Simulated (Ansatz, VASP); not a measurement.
# Cross-check of CoSi between VASP and Ansatz, part 2 of 2

Aim: how closely do two programs agree when they are given the same cell, functional and k mesh? The two relaxations start from unlike cells of this crystal (the structure described is Ansatz's start), so only their ends are compared.

VASP 6.6.1 and Ansatz 0.2.0.

So far: The starting structure; Ansatz: relaxation of cell and atoms, r2SCAN with rVV10.

### Step 3. VASP: relaxation of cell and atoms, r2SCAN with rVV10

Level of this step: r2SCAN with rVV10, no spin polarisation; plane waves and PAW (Co, Si) (VASP).

Its own start cell and the same functional, mesh and smearing now go to VASP, with its own data sets.

Lines of VASP's logs that name or quote its potential files are left out, and so is its time.

The input, INCAR:

```
SYSTEM = CoSi
PREC = Accurate
ENCUT = 660
EDIFF = 1E-07
NELM = 120
ISMEAR = 0
SIGMA = 0.1
LREAL = .FALSE.
ALGO = Normal
METAGGA = R2SCAN
LUSE_VDW = .TRUE.
IVDW_NL = 2
BPARAM = 11.95
CPARAM = 0.0093
LASPH = .TRUE.
NBANDS = 34
LORBIT = 11
LWAVE = .FALSE.
LCHARG = .FALSE.
ISIF = 3
IBRION = 2
NSW = 80
EDIFFG = -0.005
GGA_COMPAT = .FALSE.
NELMIN = 4
LMIXTAU = .TRUE.
KPAR = 2
```

The input, POSCAR:

```
CoSi
1.0
    4.3767402380      0.0000000000      0.0000000000
    0.0000000000      4.3767402380      0.0000000000
    0.0000000000      0.0000000000      4.3767402380
Co Si
4 4
Direct
    0.8541382864      0.6458617136      0.3541382864
    0.6458617136      0.3541382864      0.8541382864
    0.3541382864      0.8541382864      0.6458617136
    0.1458617136      0.1458617136      0.1458617136
    0.1562921509      0.3437078491      0.6562921509
    0.3437078491      0.6562921509      0.1562921509
    0.6562921509      0.1562921509      0.3437078491
    0.8437078491      0.8437078491      0.8437078491
```

The input, KPOINTS:

```
Automatic mesh
0
Gamma
8 8 8
0 0 0
```

Potentials, in the order of the species: Co and Si (PBE family, release 64).

On the command line:

```bash
$ mpirun -np 2 vasp_std
```

Numbers of over 12 decimals in the logs are rounded to 6 here.

The program printed:

```text
[banner, memory and clock lines left out]
running    2 mpi-ranks, on    1 nodes
 distrk:  each k-point on    1 cores,    2 groups
 distr:  one band on    1 cores,    1 groups

 POSCAR found type information on POSCAR CoSi
 POSCAR found :  2 types and       8 ions
|                                                                             |
|               ----> ADVICE to this user running VASP <----                  |
|                                                                             |
|     You have switched on vdW-DFT.                                           |
|     This routine was written and supplied by Jiri Klimes. We recommend      |
|     that you carefully read and cite the following publications:            |
|       J. Klimes, D.R. Bowler, A. Michelides                                 |
|          J. Phys.: Cond Matt. 22 022201 (2010)                              |
|       J. Klimes, D.R. Bowler, A. Michelides                                 |
|          Phys. Rev. B. 83, 195131 (2011)                                    |
|     and references therein.                                                 |
|                                                                             |

|                                                                             |
|               ----> ADVICE to this user running VASP <----                  |
|                                                                             |
|     You enforced a specific xc type in the INCAR file but a different       |
|     [... a line on the potential file left out ...]
|     I HOPE YOU KNOW WHAT YOU ARE DOING!                                     |
|                                                                             |

 LDA part: xc-table for (None), standard interpolation
 POSCAR, INCAR and KPOINTS ok, starting setup
 FFT: planning ... GRIDC
 FFT: planning ... GRID_SOFT
 FFT: planning ... GRID
 WAVECAR not read
 entering main loop
       N       E                     dE             d eps       ncg     rms          rms(c)
Total rVV10 correction in eV:      0.9676853    63.7091020
Total rVV10 correction in eV:      0.9676853    63.7091020
DAV:   1     0.367159562259E+03    0.36716E+03   -0.27074E+04  3060   0.221E+03
DAV:   2    -0.677806045599E+02   -0.43494E+03   -0.41858E+03  3060   0.431E+02
DAV:   3    -0.102783650485E+03   -0.35003E+02   -0.33630E+02  3210   0.149E+02
DAV:   4    -0.104334405375E+03   -0.15508E+01   -0.15306E+01  4044   0.273E+01
DAV:   5    -0.104390572969E+03   -0.56168E-01   -0.56008E-01  4088   0.504E+00    0.316E+01
Total rVV10 correction in eV:      0.8676018    63.7091016
Total rVV10 correction in eV:      0.8676018    63.7091016
DAV:   6    -0.103821059708E+03    0.56951E+00   -0.15779E+02  3840   0.162E+02    0.282E+01
Total rVV10 correction in eV:      0.9152658    63.7091014
Total rVV10 correction in eV:      0.9152658    63.7091014
DAV:   7    -0.908316425974E+02    0.12989E+02   -0.54441E+01  3586   0.106E+02    0.906E+00
Total rVV10 correction in eV:      0.9053835    63.7091015
Total rVV10 correction in eV:      0.9053835    63.7091015
DAV:   8    -0.912554834750E+02   -0.42384E+00   -0.53850E+00  3902   0.142E+01    0.487E+00
Total rVV10 correction in eV:      0.8947178    63.7091015
Total rVV10 correction in eV:      0.8947178    63.7091015
DAV:   9    -0.910648477105E+02    0.19064E+00   -0.89070E-01  3966   0.125E+01    0.843E-01
Total rVV10 correction in eV:      0.8936993    63.7091015
Total rVV10 correction in eV:      0.8936993    63.7091015
DAV:  10    -0.910752707670E+02   -0.10423E-01   -0.47318E-02  3438   0.163E+00    0.477E-01
Total rVV10 correction in eV:      0.8927428    63.7091015
Total rVV10 correction in eV:      0.8927428    63.7091015
DAV:  11    -0.910741030171E+02    0.11677E-02   -0.51635E-03  3518   0.524E-01    0.152E-01
Total rVV10 correction in eV:      0.8923872    63.7091015
Total rVV10 correction in eV:      0.8923872    63.7091015
DAV:  12    -0.910741734797E+02   -0.70463E-04   -0.55547E-03  3316   0.534E-01    0.862E-02
Total rVV10 correction in eV:      0.8924606    63.7091015
Total rVV10 correction in eV:      0.8924606    63.7091015
DAV:  13    -0.910756561008E+02   -0.14826E-02   -0.16687E-03  3174   0.334E-01    0.310E-02
Total rVV10 correction in eV:      0.8924372    63.7091015
Total rVV10 correction in eV:      0.8924372    63.7091015
DAV:  14    -0.910758134335E+02   -0.15733E-03   -0.22172E-04  3514   0.124E-01    0.166E-02
Total rVV10 correction in eV:      0.8924389    63.7091015
Total rVV10 correction in eV:      0.8924389    63.7091015
DAV:  15    -0.910758267103E+02   -0.13277E-04   -0.54811E-05  3754   0.789E-02    0.184E-02
Total rVV10 correction in eV:      0.8924244    63.7091015
Total rVV10 correction in eV:      0.8924244    63.7091015
DAV:  16    -0.910758294487E+02   -0.27385E-05   -0.56652E-05  3786   0.961E-02    0.859E-03
Total rVV10 correction in eV:      0.8924366    63.7091015
Total rVV10 correction in eV:      0.8924366    63.7091015
DAV:  17    -0.910758348770E+02   -0.54283E-05   -0.13025E-05  3592   0.503E-02    0.595E-03
Total rVV10 correction in eV:      0.8924299    63.7091015
Total rVV10 correction in eV:      0.8924299    63.7091015
DAV:  18    -0.910758333998E+02    0.14772E-05   -0.21392E-06  3226   0.165E-02    0.102E-03
Total rVV10 correction in eV:      0.8924295    63.7091015
Total rVV10 correction in eV:      0.8924295    63.7091015
DAV:  19    -0.910758338335E+02   -0.43371E-06   -0.12245E-07  1756   0.299E-03    0.488E-04
Total rVV10 correction in eV:      0.8924299    63.7091015
Total rVV10 correction in eV:      0.8924299    63.7091015
DAV:  20    -0.910758337736E+02    0.59837E-07   -0.23015E-08  1656   0.141E-03
Total rVV10 correction in eV:      0.8924304    63.7091015
Total rVV10 correction in eV:      0.8924304    63.7091015
Total rVV10 correction in eV:      0.8924296    63.7091015
Total rVV10 correction in eV:      0.8924296    63.7091015
   1 F= -.91075834E+02 E0= -.91073015E+02  d E =-.910758E+02
 curvature:   0.00 expect dE= 0.000E+00 dE for cont linesearch  0.000E+00
 trial: gam= 0.00000 g(F)=  0.634E-05 g(S)=  0.287E-06 ort = 0.000E+00 (trialstep = 0.100E+01)
 search vector abs. value=  0.662E-05
 bond charge predicted
       N       E                     dE             d eps       ncg     rms          rms(c)
Total rVV10 correction in eV:      0.8924187    63.7091015
Total rVV10 correction in eV:      0.8924187    63.7091015
DAV:   1    -0.910758389923E+02   -0.51589E-05   -0.11545E-03  3126   0.192E-01    0.150E-02
Total rVV10 correction in eV:      0.8923651    63.7091015
Total rVV10 correction in eV:      0.8923651    63.7091015
DAV:   2    -0.910758419786E+02   -0.29863E-05   -0.57724E-05  4672   0.847E-02    0.130E-02
Total rVV10 correction in eV:      0.8923922    63.7091015
Total rVV10 correction in eV:      0.8923922    63.7091015
DAV:   3    -0.910758391289E+02    0.28498E-05   -0.17053E-05  4104   0.556E-02    0.430E-03
Total rVV10 correction in eV:      0.8923850    63.7091015
Total rVV10 correction in eV:      0.8923850    63.7091015
DAV:   4    -0.910758389361E+02    0.19274E-06   -0.74234E-07  3456   0.940E-03    0.164E-03
Total rVV10 correction in eV:      0.8923819    63.7091015
Total rVV10 correction in eV:      0.8923819    63.7091015
DAV:   5    -0.910758388858E+02    0.50317E-07   -0.10679E-07  1658   0.308E-03
Total rVV10 correction in eV:      0.8923851    63.7091015
Total rVV10 correction in eV:      0.8923851    63.7091015
Total rVV10 correction in eV:      0.8923824    63.7091015
Total rVV10 correction in eV:      0.8923824    63.7091015
   2 F= -.91075839E+02 E0= -.91073021E+02  d E =-.511219E-05
 trial-energy change:   -0.000005  1 .order   -0.000005   -0.000007   -0.000003
 step:   1.9328(harm=  1.9328)  dis= 0.00029  next Energy=   -91.075840 (dE=-0.640E-05)
 reached required accuracy - stopping structural energy minimisation
```

OUTCAR, selected parts (step 3):

```text
ion  position               nearest neighbor table
   1  0.854  0.646  0.354-   5 2.29   6 2.31   7 2.31   8 2.31   7 2.40   8 2.40   6 2.40   2 2.69
                             2 2.69   3 2.69   4 2.69   3 2.69   4 2.69
   2  0.646  0.354  0.854-   6 2.29   5 2.31   7 2.31   8 2.31   5 2.40   7 2.40   8 2.40   1 2.69
                             1 2.69   3 2.69   3 2.69   4 2.69   4 2.69
   3  0.354  0.854  0.646-   7 2.29   6 2.31   5 2.31   8 2.31   6 2.40   5 2.40   8 2.40   1 2.69
                             4 2.69   2 2.69   2 2.69   1 2.69   4 2.69
   4  0.146  0.146  0.146-   8 2.29   6 2.31   7 2.31   5 2.31   6 2.40   5 2.40   7 2.40   2 2.69
                             3 2.69   1 2.69   3 2.69   1 2.69   2 2.69
   5  0.156  0.344  0.656-   1 2.29   2 2.31   3 2.31   4 2.31   3 2.40   4 2.40   2 2.40   8 2.71
                             6 2.71   6 2.71   8 2.71   7 2.71   7 2.71
   6  0.344  0.656  0.156-   2 2.29   1 2.31   3 2.31   4 2.31   1 2.40   3 2.40   4 2.40   8 2.71
                             5 2.71   5 2.71   7 2.71   7 2.71   8 2.71
   7  0.656  0.156  0.344-   3 2.29   2 2.31   1 2.31   4 2.31   2 2.40   1 2.40   4 2.40   8 2.71
                             8 2.71   5 2.71   6 2.71   6 2.71   5 2.71
   8  0.844  0.844  0.844-   4 2.29   2 2.31   3 2.31   1 2.31   2 2.40   1 2.40   3 2.40   5 2.71
                             6 2.71   7 2.71   7 2.71   5 2.71   6 2.71

  LATTYP: Found a simple cubic cell.
 ALAT       =     4.3767402380

 Subroutine GETGRP returns: Found 12 space group operations
 (whereof  3 operations were pure point group operations)

The static configuration has the point symmetry C_3 .
 The point group associated with its full space group is T   .

 Found     45 irreducible k-points:

   k-points           NKPTS =     45   k-points in BZ     NKDIM =     45   number of bands    NBANDS=     34

   dimension x,y,z NGX =    40 NGY =   40 NGZ =   40
   dimension x,y,z NGXF=    80 NGYF=   80 NGZF=   80

   ENCUT  =  660.0 eV  48.51 Ry    6.96 a.u.   9.17  9.17  9.17*2*pi/ulx,y,z

   NELECT =      52.0000    total number of electrons

 k-points in reciprocal lattice and weights: Automatic mesh
   0.00000000  0.00000000  0.00000000       0.002
   0.12500000  0.00000000  0.00000000       0.012
   0.25000000  0.00000000  0.00000000       0.012
   0.37500000  0.00000000  0.00000000       0.012
   0.50000000  0.00000000  0.00000000       0.006
   0.12500000  0.12500000  0.00000000       0.023
   0.25000000  0.12500000  0.00000000       0.023
  -0.12500000  0.25000000  0.00000000       0.023
   0.37500000  0.12500000  0.00000000       0.023
[...]
0.50000000  0.50000000  0.37500000       0.012
   0.50000000  0.50000000  0.50000000       0.002

 average (electrostatic) potential at core
       1 -80.6018       2 -80.6018       3 -80.6018       4 -80.6018       5 -80.0813
       6 -80.0813       7 -80.0813       8 -80.0813

 E-fermi :  12.6137

 k-point     1 :       0.0000    0.0000    0.0000
  band No.  band energies     occupation
    ...
     23      11.7107      2.00000
     24      11.7107      2.00000
     25      12.5873      1.29104
     26      12.5873      1.29104
     27      12.5873      1.29104
     28      15.4712      0.00000
     29      15.4712      0.00000
     30      15.4712      0.00000
     31      15.7440      0.00000
     32      15.7440      0.00000
    ...

 k-point     2 :       0.1250    0.0000    0.0000
  band No.  band energies     occupation
    ...
     22      11.6816      2.00000
     23      11.7166      2.00000
     24      11.7465      2.00000
     25      12.3816      1.99897
     26      12.5389      1.70998
     27      12.9059      0.00004
     28      14.9214      0.00000
     29      15.0192      0.00000
     30      15.2646      0.00000
     31      15.4377      0.00000
    ...

 k-point     3 :       0.2500    0.0000    0.0000
  band No.  band energies     occupation
    ...
     22      11.6008      2.00000
     23      11.7381      2.00000
     24      11.8636      2.00000
     25      12.2310      2.00000
     26      12.4013      1.99734
     27      13.3743      0.00000
     28      14.4579      0.00000
     29      14.5359      0.00000
     30      14.7461      0.00000
     31      15.2981      0.00000
    ...

  Total        0.0091876      0.0091876      0.0091876     -0.0000000     -0.0000000      0.0000000
  in kB        0.1755873      0.1755873      0.1755873     -0.0000000     -0.0000000      0.0000000
  external PRESSURE =       0.1755873 kB  Pullay stress =       0.0000000 kB

  energy-cutoff  :      660.00
  volume of cell :       83.83
      direct lattice vectors                 reciprocal lattice vectors
     4.376635090  0.000000000  0.000000000     0.228486035  0.000000000  0.000000000
     0.000000000  4.376635090  0.000000000     0.000000000  0.228486035  0.000000000
     0.000000000  0.000000000  4.376635090     0.000000000  0.000000000  0.228486035

 POSITION                                       TOTAL-FORCE (eV/Angst)
 -----------------------------------------------------------------------------------
      3.73810      2.82685      1.54978        -0.002094      0.002094     -0.002094
      2.82685      1.54978      3.73810         0.002094     -0.002094     -0.002094
      1.54978      3.73810      2.82685        -0.002094     -0.002094      0.002094
      0.63853      0.63853      0.63853         0.002094      0.002094      0.002094
      0.68409      1.50423      2.87240         0.000112     -0.000112      0.000112
      1.50423      2.87240      0.68409        -0.000112      0.000112      0.000112
      2.87240      0.68409      1.50423         0.000112      0.000112     -0.000112
      3.69255      3.69255      3.69255        -0.000112     -0.000112     -0.000112
 -----------------------------------------------------------------------------------
    total drift:                               -0.000000     -0.000000      0.000000

  FREE ENERGIE OF THE ION-ELECTRON SYSTEM (eV)
  ---------------------------------------------------
  free  energy   TOTEN  =       -91.0758388858 eV

  energy  without entropy=      -91.0702038168  energy(sigma->0) =      -91.07302135

 reached required accuracy - stopping structural energy minimisation

 total charge
# of ion       s       p       d       tot
------------------------------------------
    1        0.471   0.691   7.600   8.762
    2        0.471   0.691   7.600   8.762
    3        0.471   0.691   7.600   8.762
    4        0.471   0.691   7.600   8.762
    5        0.711   0.917   0.000   1.628
    6        0.711   0.917   0.000   1.628
    7        0.711   0.917   0.000   1.628
    8        0.711   0.917   0.000   1.628
--------------------------------------------------
tot          4.729   6.428  30.399  41.557

[... 3 further parts left out ...]
```

CONTCAR:

```
CoSi
   1.00000000000000
     4.3766350904022788    0.0000000000000000    0.0000000000000000
     0.0000000000000000    4.3766350904022788    0.0000000000000000
     0.0000000000000000    0.0000000000000000    4.3766350904022788
  Co              Si
     4     4
Direct
     0.8541038435707218    0.6458961564292782    0.3541038435707218
     0.6458961564292782    0.3541038435707218    0.8541038435707218
     0.3541038435707218    0.8541038435707218    0.6458961564292782
     0.1458961564292783    0.1458961564292783    0.1458961564292783
     0.1563041253044128    0.3436958746955873    0.6563041253044127
     0.3436958746955873    0.6563041253044127    0.1563041253044128
     0.6563041253044127    0.1563041253044128    0.3436958746955873
     0.8436958746955873    0.8436958746955873    0.8436958746955873
```

This run has no spin polarisation, so a moment on Co, if there is one, isn't seen. The run keeps the 12 symmetry operations of its start, so it cannot find a distortion of lower symmetry.

### Step 4. Side by side

Known differences besides the potentials themselves: VASP keeps PBE cores, Ansatz makes them for the functional; the data sets hold 84 valence electrons in Ansatz (on its default PAW (the set named soft_2) files) and 52 in VASP; the cutoff is 500 eV in Ansatz and 660 eV in VASP; Ansatz adds a Pulay correction to the stress that steers its cell, VASP none. Total energies have different zeros and are not compared.

Compared:

| quantity | Ansatz | VASP | difference |
| --- | --- | --- | --- |
| volume (Å³) | 83.74 | 83.83 | -0.11 % |
| edge a after relaxation, in the typed setting (Å) | 4.375 | 4.377 | -0.04 % |

### Step 5. Summary of results

- difference in volume (relaxation of cell and atoms, r2SCAN with rVV10): -0.11 %

The difference in volume is -0.11 % (relaxation of cell and atoms, r2SCAN with rVV10), within the 1.2 % picked in this series as the mark of a large difference, as far as the stopping tolerances let one tell. The data sets hold unlike numbers of valence electrons (84 in Ansatz and 52 in VASP), so part of the differences comes from the potentials. 1 further run of this series is not shown here. Such differences can come from data sets, numerical settings and the points named under the comparisons, not from the functional's error against experiment.

[Lines on the potential files, build, host, timing and source positions are cut from VASP's logs without a mark.]

[Logs are printed without paths, hosts, clocks, repeated set-up lines and the standing remarks that a program may print on its own settings, such as how far it seeks lower states.]

[Hosts, paths, dates, database ids (printed as entryN), source tags and the programs' standing remarks are cut or masked in the printed files.]
